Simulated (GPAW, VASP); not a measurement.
Given: the input of a run of VASP 6.6.1 on ReSbN. The cell comes from a database or a generator and needn't be the stable form of this composition.

INCAR

```
SYSTEM = ReSbN
  ALGO = Normal
  EDIFF = 1E-7
  ENCUT = 520
  GGA = PE
  ISIF = 2
  ISMEAR = -1
  LASPH = .True.
  LCHARG = .False.
  LREAL = .False.
  LWAVE = .False.
  NBANDS = 26
  NELM = 100
  PREC = Accurate
  SIGMA = 0.05
```

Contents of KPOINTS:

```
k-points
0
Gamma
  8 8 3
  0 0 0
```

Contents of POSCAR:

```
ReSbN
1.0
    3.4321230000      0.0000000000      0.0000000000
    0.0000000000      3.4321230000      0.0000000000
    0.0000000000      0.0000000000      8.5926270000
Re Sb N
2 2 2
Direct
    0.0000000000      0.5000000000      0.8732410000
    0.5000000000      0.0000000000      0.1267590000
    0.0000000000      0.5000000000      0.3334580000
    0.5000000000      0.0000000000      0.6665420000
    0.0000000000      0.0000000000      0.0000000000
    0.5000000000      0.5000000000      0.0000000000
```

Potentials or basis: VASP PAW PBE potentials, release 64 (Re, Sb, N).

Command:

```sh
$ cat potpaw_PBE.64/Re/POTCAR potpaw_PBE.64/Sb/POTCAR potpaw_PBE.64/N/POTCAR > POTCAR
$ mpirun -np 1 vasp_std > vasp.out
```

Question: Translate it to GPAW 26.7.0 (ASE script). Potentials or basis there: GPAW PAW data sets (gpaw-data 1.2.1), cutoff 800 eV.

Answer: As run (cutoffs and basis follow the program's own potentials, and thresholds, step limits or extra output files can differ):

Contents of run.py:

```python
from ase import Atoms
from ase.dft.bandgap import bandgap
from ase.io import write
from ase.units import Bohr, GPa
from gpaw import GPAW, PW
from gpaw.elf import elf_from_dft_calculation

atoms = Atoms(['Re', 'Re', 'Sb', 'Sb', 'N', 'N'],
              cell=[[3.432123, 0.0, 0.0],
                    [0.0, 3.432123, 0.0],
                    [0.0, 0.0, 8.592627]],
              scaled_positions=[[0.0, 0.5, 0.873241],
                                [0.5, 0.0, 0.126759],
                                [0.0, 0.5, 0.333458],
                                [0.5, 0.0, 0.666542],
                                [0.0, 0.0, 0.0],
                                [0.5, 0.5, 0.0]],
              pbc=True)

calc = GPAW(mode=PW(800),
            xc='PBE',
            kpts={'size': (8, 8, 3), 'gamma': True},
            occupations={'name': 'fermi-dirac', 'width': 0.05},
            nbands=55,
            convergence={'density': 1e-05, 'energy': 1e-05},
            maxiter=150,
            txt='gpaw.txt')
atoms.calc = calc
energy = atoms.get_potential_energy()
forces = atoms.get_forces()
stress = atoms.get_stress()
calc.write('gs.gpw')
write('result.traj', atoms)
print(f'Energy: {energy:.6f} eV')
print('Forces (eV/A):')
print(forces.round(4))
print('Stress (GPa):', (stress / GPa).round(3))
print('Fermi level:', round(calc.get_fermi_level(), 4), 'eV')
print(f'Gap: {bandgap(calc)[0]:.4f} eV, direct: {bandgap(calc, direct=True)[0]:.4f} eV')

# fields on the real-space grid
write('density.cube', atoms, data=calc.get_pseudo_density() * Bohr**3)
write('potential.cube', atoms, data=calc.get_electrostatic_potential())
write('elf.cube', atoms, data=elf_from_dft_calculation(calc).data)
```

Potentials or basis: GPAW PAW data sets (gpaw-data 1.2.1), pw.

The run is started by

```console
$ OMP_NUM_THREADS=1 python run.py
```

Both were run:

|  | VASP | GPAW |
| --- | --- | --- |
| Pressure | 0.0 GPa | -1.8 GPa |

The potentials hold 34 and 66 valence electrons a cell.

Pressure is positive in compression.
